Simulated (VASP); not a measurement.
Set up this calculation in VASP 6.6.1, as the native input.

| Item | Value |
| --- | --- |
| Task | relaxation of cell and atoms |
| Functional | r2SCAN |
| Dispersion | rVV10 |
| Potentials or basis | VASP PAW PBE potentials, release 64 (Ti_sv, O) |
| Cutoff | 600 eV |
| k mesh | 6 × 6 × 10 |
| Occupations | gaussian, width 0.02 eV |
| Spin | no spin polarisation |
| Further INCAR settings | ALGO = Normal; EDIFF = 1e-07; IBRION = 2; EDIFFG = -0.005; NSW = 90; ISIF = 3 |

The structure of TiO2 lies in POSCAR:

```
TiO2
1.0
    4.5922000000      0.0000000000      0.0000000000
    0.0000000000      4.5922000000      0.0000000000
    0.0000000000      0.0000000000      2.9574000000
Ti O
2 4
Direct
    0.0000000000      0.0000000000      0.0000000000
    0.5000000000      0.5000000000      0.5000000000
    0.3049600000      0.3049600000      0.0000000000
    0.1950400000      0.8049600000      0.5000000000
    0.6950400000      0.6950400000      0.0000000000
    0.8049600000      0.1950400000      0.5000000000
```

These files were run (other wordings do the same):

INCAR

```
PREC = Accurate
ENCUT = 600
EDIFF = 1E-7
ISMEAR = 0
SIGMA = 0.02
LREAL = F
LASPH = T
NELM = 100
ALGO = Normal
ISIF = 3
LWAVE = F
LCHARG = F
METAGGA = R2SCAN
LMIXTAU = T
LUSE_VDW = T
IVDW_NL = 2
BPARAM = 11.95
CPARAM = 0.0093
IBRION = 2
NSW = 90
EDIFFG = -0.005
```

KPOINTS

```
Automatic mesh
0
Gamma
  6 6 10
```

Potentials or basis: VASP PAW PBE potentials, release 64 (Ti_sv, O).

Run with:

```console
$ cat potpaw_PBE.64/Ti_sv/POTCAR potpaw_PBE.64/O/POTCAR > POTCAR
$ mpirun -np 1 vasp_std > vasp.out
```

Results of the run:

```yaml
Relaxed_volume: 10.38 Å³/atom
Relaxed_cell: a = 4.588 Å, b = 4.588 Å, c = 2.958 Å, α = 90.00°, β = 90.00°, γ = 90.00°
Space_group_after_relaxing_to_0.05_Å: P4_2/mnm (No. 136)
Energy_gained_by_relaxing: 0.2 meV/atom
Ionic_steps: 5
Pressure_after_relaxing: 0.0 GPa
Band_gap_on_the_k_mesh: 2.21 eV, direct
```

Caveat: the PAW data sets were made with another functional, which shifts forces and pressure a little.

It took 11 min on 1 thread of Intel(R) Xeon(R) 6975P-C (Granite Rapids) (shared host), peak memory 0.42 GiB.
